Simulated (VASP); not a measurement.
A run of VASP 6.6.1 is set up as follows.

File run.py:

```python
from ase.calculators.vasp import Vasp
from ase.dft.bandgap import bandgap
from ase.io import read

atoms = read('Y2Ge3.xyz')
calc = Vasp(
    directory='calc',
    xc='rpbe',
    pp='PBE',
    setups='materialsproject',
    prec='Accurate',
    encut=520,
    ediff=1e-07,
    ismear=0,
    sigma=0.05,
    lreal=False,
    lasph=True,
    nelm=60,
    algo='Normal',
    isif=2,
    lwave=False,
    lcharg=False,
    kpts=[7, 7, 4],
    gamma=True,
)
atoms.calc = calc

print('energy (eV):', atoms.get_potential_energy())
print('free energy (eV):', atoms.get_potential_energy(force_consistent=True))
print('forces (eV/A):')
print(atoms.get_forces())
print('stress (eV/A^3, Voigt):', atoms.get_stress())
print('Fermi level (eV):', calc.get_fermi_level())
gap, top, bottom = bandgap(calc)
print('band gap (eV):', gap, 'from (spin, k, band)', top, 'to', bottom)
```

File Y2Ge3.xyz:

```xyz
5
Lattice="4.3924264328 0.0000000000 0.0000000000 -2.1962132164 3.8039528751 0.0000000000 0.0000000000 0.0000000000 7.1072950000" Properties=species:S:1:pos:R:3 pbc="T T T"
Y      0.0000000000      0.0000000000      1.9194742679
Y      0.0000000000      0.0000000000      5.1878207321
Ge     2.1962132166      1.2679842916      0.0000000000
Ge     2.1962132166      1.2679842916      3.5536475000
Ge    -0.0000000002      2.5359685835      0.0000000000
```

Potentials or basis: VASP PAW PBE potentials, release 64 (Y_sv, Ge_d).

The run is started by

```sh
$ python run.py
```

**Question.** What does it give for the pressure?

**Answer.** 2.1 GPa.

**Question.** What does it give for the band gap on the k mesh?

**Answer.** None (metal or under the smearing width).

**Question.** What does it give for the largest force?

**Answer.** 0.139 eV/Å.

Forces on the atoms (eV/Å):
```
Y    0.000  0.000 -0.139
Y    0.000  0.000  0.139
Ge   0.000  0.000  0.000
Ge   0.000  0.000  0.000
Ge   0.000  0.000  0.000
```

Caveat: the PAW data sets were made with another functional, which shifts forces and pressure a little.
